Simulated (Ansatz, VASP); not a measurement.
## Cross-check of Sn between VASP and Ansatz

Aim: how closely do two programs agree when they are given the same cell, functional and k mesh? The structure shown is the end of the Ansatz relaxation below.

Calculated with Ansatz 0.2.0; plane waves, with VASP 6.6.1 beside it; single point at LDA.

## Step 1: Set-up

The structure is tetragonal, space group I4_1/amd (No. 141). The conventional cell has a = 4.393 Å, b = 4.393 Å, c = 6.731 Å, α = 90.00°, β = 90.00°, γ = 90.00°. Nearest to Sn lie 4 Sn at 2.77 Å. That group holds within 0.01 Å; judged at 0.001 Å it is C2/m (No. 12).

Coordinates:

```cif
data_structure
_symmetry_space_group_name_H-M 'I4_1/amd:1'
_symmetry_Int_Tables_number 141
_cell_length_a 4.3934
_cell_length_b 4.3934
_cell_length_c 6.7309
_cell_angle_alpha 90.000
_cell_angle_beta 90.000
_cell_angle_gamma 90.000
_cell_volume 129.92
loop_
_atom_site_label
_atom_site_type_symbol
_atom_site_symmetry_multiplicity
_atom_site_Wyckoff_symbol
_atom_site_fract_x
_atom_site_fract_y
_atom_site_fract_z
_atom_site_occupancy
Sn1 Sn 4 b 0.00000 0.00000 0.50000 1
```

## Step 2: Ansatz: relaxation, LDA

Ansatz runs on its PAW soft_1 files.

This run makes the geometry at which the two programs are then compared.

Input file input.yaml:

```yaml
crystal:
  lattice:
    - [0.0, 3.1066196071, 3.3334737487]
    - [3.1066196071, 0.0, 3.3334737487]
    - [3.1066196071, 3.1066196071, 0.0]
  atoms:
    - { symbol: Sn, position: [0.5000152548, 0.5000152548, 0.4998496794] }
    - { symbol: Sn, position: [0.7499847452, 0.7499847452, 0.7501503206] }
  conventional_axes: [[-1, 1, 1], [1, -1, 1], [1, 1, -1]]
kpoints:
  mp_grid: { grid: [12, 12, 12], shift: [0.5, 0.5, 0.5] }
hamiltonian:
  xc: lda
  pseudopotentials: { kind: paw, azcp: { folder: soft_1 }, xc_functional: pbe }
scf:
  occupations: { method: gaussian, width: 0.015 }
output:
  forces: true
  stress: true
  eigenvalues: true
relax:
  adjacent_minimum: "off"
  f_tol: 0.001
  max_steps: 60
  cell: { stress_tol: 0.01, fix: [a, b, angles] }
```

On the command line:

```sh
ansatz run input.yaml --threads 4 --pin off --max-ram 10240MiB --backend cpu --events-out ev --progress --plain --runs-dir out
```

Numbers of over 12 decimals in the logs are rounded to 6 here.

What it wrote:

```text
Engine: ansatz 0.2.0, aarch64-unknown-linux-gnu
Pseudopotentials: kind: paw
Pseudopotential: Sn, paw, valence charge 14, recommended cutoff 420 eV (normal), soft_1/Sn.paw.azcp
Functional definition: SPW92
  exchange = slater_x
  correlation = pw_c
Crystal: 2 atoms, lattice volume = 64.343 Å³
Basis set: ecut = 420 eV, 1307 PW (Γ)
Bands: 18, of which v1, the nominal top of the filled ones, is band 14 counted from 1 (13 counted from 0)
Symmetry: 4 space group operations
Space group: C2/m (ITA 12), of the structure as read, at distance tolerance 4.0e-5 Å
k-points: 468 of 1728
Non-local potential: Sn, projectors of the file, l = 0: 2, l = 1: 2, l = 2: 2, l = 3: 1
PAW form: soft (Blöchl's): semilocal exchange-correlation on the pseudo side does not see the compensation charge
PAW frozen core: Sn, regenerated for the run's functional, and the local potential with it (the file was generated under x = pbe(κ = 0.804, μ = 0.219515), c = pbe(β = 0.066725))
PAW one-centre angular grid: Sn, 590 points (default); XC on 64 Gauss nodes
Initial density: superposition of atomic densities (chi_scale 0.1, normalization cell)
Initial wavefunctions: pseudopotential atomic-orbital guess
Functional: x = slater, c = lda
SCF iter   1: F=—  HF=-11759.239695 eV  |F-HF|=—  |Δ(HF+E_count)|=         —  Δρ=2.43e-2  dr2=4.15e-1  ethr=3.10e-3  ⟨swp⟩=6.1  Hψ=45870  notcnv=0
preconditioner: auto → Kerker (q_TF=auto, 2.375 Å⁻¹)  [metal: Δε(μ)=0.003 eV  Ē_g=20.161 eV  σ=0.015 eV  W_gap=0.11  n_scr=14 (ndim 8)  ℏωp=24.5 eV  f_vac=0.000  D(μ)=0.17/eV (n_scr^D=0)]
SCF iter   2: F=—  HF=-11759.156573 eV  |F-HF|=—  |Δ(HF+E_count)|=   8.31e-2  Δρ=1.54e-2  dr2=1.95e-1  ethr=1.48e-3  ⟨swp⟩=2.0  Hψ=13900  notcnv=0
preconditioner: auto → none  [insulator: Δε(μ)=0.044 eV  Ē_g=20.309 eV  σ=0.015 eV  W_gap=0.96  n_scr=14 (ndim 8)  ℏωp=24.5 eV  f_vac=0.001  D(μ)=0.02/eV (n_scr^D=0)  ε∞_Penn≈2.5]
SCF iter   3: F=—  HF=-11759.102290 eV  |F-HF|=—  |Δ(HF+E_count)|=   5.43e-2  Δρ=3.34e-3  dr2=7.67e-3  ethr=6.98e-4  ⟨swp⟩=2.2  Hψ=12263  notcnv=0
SCF iter   4: F=—  HF=-11759.098727 eV  |F-HF|=—  |Δ(HF+E_count)|=   3.56e-3  Δρ=7.09e-4  dr2=2.51e-4  ethr=2.74e-5  ⟨swp⟩=3.0  Hψ=18565  notcnv=0
SCF iter   5: F=—  HF=-11759.098772 eV  |F-HF|=—  |Δ(HF+E_count)|=   4.46e-5  Δρ=1.22e-4  dr2=8.22e-6  ethr=8.95e-7  ⟨swp⟩=2.0  Hψ=14803  notcnv=0
SCF iter   6: F=—  HF=-11759.098769 eV  |F-HF|=—  |Δ(HF+E_count)|=   2.95e-6  Δρ=3.09e-5  dr2=4.17e-7  ethr=2.94e-8  ⟨swp⟩=2.3  Hψ=14978  notcnv=0
SCF iter   7: F=-11759.098768 eV  HF=-11759.098768 eV  |F-HF|=1.38e-8  |Δ(HF+E_count)|=   1.51e-7  Δρ=4.39e-6  dr2=1.69e-8  ethr=3.57e-10  ⟨swp⟩=6.1  Hψ=40171  notcnv=0
SCF 1 converged in 7 iterations: F = -11759.098768 eV  dr2 = 1.69e-8
  greatest PAW one-centre occupation: 0.991 electrons in one spin orbital (limit 2), on the Sn atom at site 1 (counted from 0), in its partial waves of l = 2
relax step   1: F+E_penalty+E_count = -11759.09876840 eV  Δ(F+E_penalty+E_count) = +0.000e0 eV  max|allowed force component| = 4.519e-4 eV/Å  Δτ_max = 0.0000 Å  P = +2.604 GPa  Ω = 64.343 Å³  fix = [a, b, alpha, beta, gamma]  reactions: a +3.494, b +3.494 GPa; alpha +0.065, beta +0.065, gamma +0.005 GPa/rad  (7 SCF iters, dr2 threshold 1.00e-7 eV, accepted)
[...]
relax step   2: F+E_penalty+E_count = -11759.10006781 eV  Δ(F+E_penalty+E_count) = -1.299e-3 eV  max|allowed force component| = 3.425e-4 eV/Å  Δτ_max = 0.0001 Å  P = +1.847 GPa  Ω = 65.204 Å³  energy of the carried Pulay correction = -4.200e-5 eV  fix = [a, b, alpha, beta, gamma]  reactions: a +2.925, b +2.925 GPa; alpha +0.059, beta +0.059, gamma +0.005 GPa/rad  (4 SCF iters, dr2 threshold 2.00e-7 eV, accepted)
[...]
relax step   3: F+E_penalty+E_count = -11759.10031574 eV  Δ(F+E_penalty+E_count) = -2.479e-4 eV  max|allowed force component| = 8.557e-4 eV/Å  Δτ_max = 0.0000 Å  P = +2.047 GPa  Ω = 64.969 Å³  energy of the carried Pulay correction = -3.059e-5 eV  fix = [a, b, alpha, beta, gamma]  reactions: a +3.075, b +3.075 GPa; alpha +0.061, beta +0.061, gamma +0.005 GPa/rad  (3 SCF iters, dr2 threshold 2.00e-7 eV, accepted)
[...]
relax step   4: F+E_penalty+E_count = -11759.10031643 eV  Δ(F+E_penalty+E_count) = -6.819e-7 eV  max|allowed force component| = 5.826e-4 eV/Å  Δτ_max = 0.0001 Å  P = +2.054 GPa  Ω = 64.961 Å³  energy of the carried Pulay correction = -3.019e-5 eV  fix = [a, b, alpha, beta, gamma]  reactions: a +3.081, b +3.081 GPa; alpha +0.063, beta +0.063, gamma +0.009 GPa/rad  (4 SCF iters, dr2 threshold 2.57e-10 eV, accepted)
[...]
relax step   5: F+E_penalty+E_count = -11759.10034833 eV  Δ(F+E_penalty+E_count) = -3.190e-5 eV  max|allowed force component| = 5.825e-4 eV/Å  Δτ_max = 0.0000 Å  P = +2.054 GPa  Ω = 64.961 Å³  fix = [a, b, alpha, beta, gamma]  reactions: a +3.081, b +3.081 GPa; alpha +0.063, beta +0.063, gamma +0.009 GPa/rad  stress off target by 1.07e-3 GPa on what of the cell is left free  SCF on the basis re-selected at this cell (its energy is not comparable with the rows above)  (5 SCF iters)
basis re-selected at this cell: Δ(F+E_penalty+E_count) = -3.190e-5 eV, ΔP = +0.000 GPa vs the last step (what re-selecting the basis moved, of the pressure what is left beyond the Pulay correction that the steps carried, after the strain that the cell walked since its last selection, with what the two solves' SCF thresholds leave and, on support functions, any second-order correction that the steps lacked; it is no m [...]
SCF converged after 5 iterations
Free energy (F): -11759.100348 eV
Harris-Foulkes:  -11759.100348 eV  (|F-HF|=1.82e-12)
Internal energy: -11759.100347 eV  (E = F + TS)
E sigma→0 (E₀):  -11759.100348 eV
Entropy (-TS):   -0.000001 eV (-0.001 meV/atom)
Fermi energy:    8.311008 eV
--- Per-component energies (eV) ---
  E_band       = -238.862765
  E_kinetic    = 340.468986
  E_local      = -2562.222352  (includes V_loc(G=0)·N_el)
  E_nonlocal   = 299.242462
  E_hartree    = 1249.548362
  E_xc         = -250.628680
  E_vxc        = -163.114459  (∫ρ·V_xc dr)
  E_paw        = -8451.528831  (= ΣΔE_a)
  E_vpaw       = -652.334673  (= ΣTr[D̂ρ^β])
  E_aug_tail   = 0.000547  (compensation charges beyond the density's cutoff)
  E_ewald      = -2384.830623
  E_core_change = 0.849782  (= ΣΔE_core)
  E_smearing   = -0.000001  (= −TS)
  E_closure    = 0.000000  (closes the sum)
  Σ components = -11759.100348   (vs F -11759.100348, Δ=0.00e0)
--- Forces (eV/Å), atoms counted from 1 ---
  atom   1  Sn     0.00019187     0.00019187     0.00058254
  atom   2  Sn    -0.00019187    -0.00019187    -0.00058254
  max |Σ_I F_I| component: 0.00e0 eV/Å
--- Stress (GPa, compression-positive) ---
        3.080718      -0.009184      -0.062779
       -0.009184       3.080718      -0.062779
       -0.062779      -0.062779       0.001070
  P = ⅓ Tr σ = 2.0542 GPa (20.542 kbar)
--- Band table (eV; the first three rows and the last of 468) ---
  k-point 0: bands = [... 10 lower, -2.7722, 7.2667, 8.0000, 8.4591, 8.6288, 10.3310, 10.3441, 10.6880]
  k-point 1: bands = [... 10 lower, -2.6739, 6.4212, 7.5419, 8.4050, 9.0159, 10.3695, 10.4494, 11.3365]
  k-point 2: bands = [... 10 lower, -2.4379, 5.1072, 7.1949, 8.1372, 8.9287, 10.8441, 10.8816, 12.1488]
  k-point 467: bands = [... 10 lower, -1.0065, 1.6866, 6.3493, 6.8908, 8.7356, 11.4398, 11.6732, 14.1398]
--- Relaxed structure (4 steps of the walk, 4 accepted, 1 SCFs on fresh bases) ---
  F+E_penalty+E_count = -11759.10034833 eV   max|allowed force component| = 5.825e-4 eV/Å   (the final SCF, on the basis selected at the relaxed cell)
  cell:  # Å, volume = 64.9605 Å³
    - [0, 3.1066196071, 3.365452]
    - [3.1066196071, 0, 3.365452]
    - [3.1066196071, 3.1066196071, 0]
  atoms:
    - { symbol: Sn, position: [0.499998, 0.499998, 0.499868] }
    - { symbol: Sn, position: [0.750002, 0.750002, 0.750132] }
```

Reading the cycles: dr2 is the Hartree energy of the density residual (eV), the measure of convergence; HF is the Harris–Foulkes estimate of the energy, which meets the free energy F at convergence.

(Part 1 of 3 ends here.)

[Lines on the potential files, build, host, timing and source positions are cut from VASP's logs without a mark.]

[Logs are printed without paths, hosts, clocks, repeated set-up lines and the standing remarks that a program may print on its own settings, such as how far it seeks lower states.]

[Hosts, paths, dates, database ids (printed as entryN), source tags and the programs' standing remarks are cut or masked in the printed files.]
